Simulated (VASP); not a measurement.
Computed with PW91 GGA, VASP's PBE PAW potentials (set 64) (plane waves; VASP 6.6.1).

A VASP calculation is set up with these files.

### INCAR
```
SYSTEM = AgCl
PREC = Accurate
ENCUT = 520
EDIFF = 1E-7
NELM = 100
ALGO = Normal
LREAL = .FALSE.
LASPH = .TRUE.
ISMEAR = 0
SIGMA = 0.05
GGA = 91
LMAXMIX = 4
LWAVE = .FALSE.
LCHARG = .FALSE.
ISIF = 2
```

KPOINTS:
```
Automatic
0
Gamma
8 8 8
```

File POSCAR:
```
AgCl
1
    0.0000000000     2.8515140362     2.8515140362
    2.8515140362     0.0000000000     2.8515140362
    2.8515140362     2.8515140362     0.0000000000
Ag Cl
1 1
Direct
  0.0000000000   0.0000000000   0.0000000000
  0.5000000000   0.5000000000   0.5000000000
```

POTCAR, in this order: Ag Cl (PBE.64 set). Program: vasp_std.

Output

OUTCAR:
```
 ion  position               nearest neighbor table
   1  0.000  0.000  0.000-   2 2.85   2 2.85   2 2.85   2 2.85   2 2.85   2 2.85
   2  0.500  0.500  0.500-   1 2.85   1 2.85   1 2.85   1 2.85   1 2.85   1 2.85
  LATTYP: Found a face centered cubic cell.
 ALAT       =     5.7030280724
 Subroutine PRICEL returns:
 Original cell was already a primitive cell.
 Subroutine GETGRP returns: Found 48 space group operations
The static configuration has the point symmetry O_h .
The dynamic configuration has the point symmetry O_h .
 Subroutine INISYM returns: Found 48 space group operations
 Subroutine IBZKPT returns following result:
 Found     29 irreducible k-points:

 Following reciprocal coordinates:
            Coordinates               Weight
  0.000000  0.000000  0.000000      1.000000
  0.125000  0.000000  0.000000      8.000000
  0.250000  0.000000  0.000000      8.000000
  0.375000  0.000000  0.000000      8.000000
  0.500000  0.000000  0.000000      4.000000
  0.125000  0.125000  0.000000      6.000000
  0.250000  0.125000  0.000000     24.000000
  0.375000  0.125000  0.000000     24.000000
  0.500000  0.125000  0.000000     24.000000
...
```

### OSZICAR
```
       N       E                     dE             d eps       ncg     rms          rms(c)
DAV:   1     0.101128259102E+03    0.10113E+03   -0.87671E+03   794   0.124E+03
DAV:   2    -0.125592516993E+01   -0.10238E+03   -0.94655E+02   909   0.249E+02
DAV:   3    -0.563043145571E+01   -0.43745E+01   -0.43602E+01   864   0.553E+01
DAV:   4    -0.566984749747E+01   -0.39416E-01   -0.39411E-01   869   0.577E+00
DAV:   5    -0.567045236206E+01   -0.60486E-03   -0.60486E-03   884   0.724E-01    0.496E+00
DAV:   6    -0.545566050538E+01    0.21479E+00   -0.41111E-01   831   0.860E+00    0.330E+00
DAV:   7    -0.545268099645E+01    0.29795E-02   -0.10955E-01   769   0.267E+00    0.183E+00
DAV:   8    -0.545186362208E+01    0.81737E-03   -0.67949E-03   794   0.103E+00    0.286E-01
DAV:   9    -0.545184942898E+01    0.14193E-04   -0.81730E-04   839   0.457E-01    0.567E-02
DAV:  10    -0.545193323669E+01   -0.83808E-04   -0.19188E-04   774   0.129E-01    0.333E-02
DAV:  11    -0.545193788114E+01   -0.46444E-05   -0.44915E-06   852   0.216E-02    0.721E-03
DAV:  12    -0.545193785783E+01    0.23309E-07   -0.60972E-07   851   0.714E-03
   1 F= -.54519379E+01 E0= -.54519379E+01  d E =-.547226E-12
```

File OUTCAR:
```
------------------------ aborting loop because EDIFF is reached ----------------------------------------
  FORCE on cell =-STRESS in cart. coord.  units (eV):
  Direction    XX          YY          ZZ          XY          YZ          ZX
  --------------------------------------------------------------------------------------
  Total       -0.6373534     -0.6373534     -0.6373534      0.0000000      0.0000000      0.0000000
  in kB      -22.0208629    -22.0208629    -22.0208629      0.0000000      0.0000000      0.0000000
  external PRESSURE =     -22.0208629 kB  Pullay stress =       0.0000000 kB
  volume of cell :       46.37
      direct lattice vectors                 reciprocal lattice vectors
     0.000000000  2.851514036  2.851514036    -0.175345446  0.175345446  0.175345446
     2.851514036  0.000000000  2.851514036     0.175345446 -0.175345446  0.175345446
     2.851514036  2.851514036  0.000000000     0.175345446  0.175345446 -0.175345446
  FREE ENERGIE OF THE ION-ELECTRON SYSTEM (eV)
  ---------------------------------------------------
  free  energy   TOTEN  =        -5.4519378578 eV

  energy  without entropy=       -5.4519378578  energy(sigma->0) =       -5.45193786
```
(Selected blocks of OUTCAR.)

The compound is AgCl in the rock salt structure. This cell is one point of a volume scan, at 1.06 of the reference volume.
